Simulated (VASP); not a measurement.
An input for Quantum ESPRESSO's pw.x (written as the equivalent of a VASP run, and not itself run):

```
&CONTROL
  calculation = 'vc-relax'
  pseudo_dir = './pseudo'
  outdir = './out'
  tprnfor = .true.
  tstress = .true.
  nstep = 60
  forc_conv_thr = 0.00078
/
&SYSTEM
  ibrav = 0
  nat = 4
  ntyp = 2
  ecutwfc = 70
  occupations = 'smearing'
  smearing = 'methfessel-paxton'
  degauss = 0.00735
  input_dft = 'pz'
/
&ELECTRONS
  conv_thr = 7.3e-08
  electron_maxstep = 100
/
&IONS
/
&CELL
/
ATOMIC_SPECIES
  Zr 91.224 Zr.upf
  Ir 192.217 Ir.upf
CELL_PARAMETERS angstrom
     3.9189371    0.0000000   -0.0000000
    -0.0000000    3.9189371    0.0000000
    -0.0000000   -0.0000000    3.9189371
ATOMIC_POSITIONS crystal
  Zr   0.0000000  0.0000000  0.0000000
  Ir   0.5000000  0.5000000  0.0000000
  Ir   0.0000000  0.5000000  0.5000000
  Ir   0.5000000  0.0000000  0.5000000
K_POINTS automatic
  7 7 7 0 0 0
```

Translate this input to VASP (INCAR, KPOINTS, POSCAR, choice of POTCAR).

Several could match; the one computed here: 
File KPOINTS:
```
Automatic
0
G
 7 7 7
0 0 0
```

POSCAR:
```
ZrIr3
1
    3.9189370666     0.0000000000    -0.0000000000
   -0.0000000000     3.9189370666     0.0000000000
   -0.0000000000    -0.0000000000     3.9189370666
Zr Ir
1 3
Direct
  0.0000000000   0.0000000000   0.0000000000
  0.5000000000   0.5000000000   0.0000000000
  0.0000000000   0.5000000000   0.5000000000
  0.5000000000   0.0000000000   0.5000000000
```

INCAR:
```
NELM  =  100
NSW  =  60   # most ionic steps
SIGMA  =  0.1
EDIFFG  =  -0.02   # ionic stop
ISIF  =  3
IBRION  =  2   # conjugate gradients
LASPH  =  .TRUE.   # aspherical one-centre terms
ISMEAR  =  1   # Methfessel-Paxton
ALGO  =  Normal   # blocked Davidson
SYSTEM  =  ZrIr3
PREC  =  Accurate
LWAVE  =  .FALSE.
LMAXMIX  =  6   # l cut-off of mixed one-centre charges
LCHARG  =  .FALSE.
ENCUT  =  400   # plane-wave cut-off (eV)
EDIFF  =  1E-6   # SCF stop (eV)
LREAL  =  .FALSE.   # projection in real space or not
```

POTCAR, in this order: Zr_sv Ir (LDA.64 set). Program: vasp_std.

What does not carry over: the potentials are each code's own (VASP's PAW set, PseudoDojo norm-conserving files in pw.x), so ENCUT and ecutwfc are chosen apart and not converted; conv_thr bounds pw.x's estimated SCF error, while EDIFF bounds the energy change between steps; forc_conv_thr acts on force components and is met together with etot_conv_thr.

The structure comes from a computed database's ZrIr3 entry (Pm-3m); how it stands against other phases isn't given here. This run relaxes it. Symmetry was kept, so distortions that lower it aren't found. The start is the result of an earlier pass.
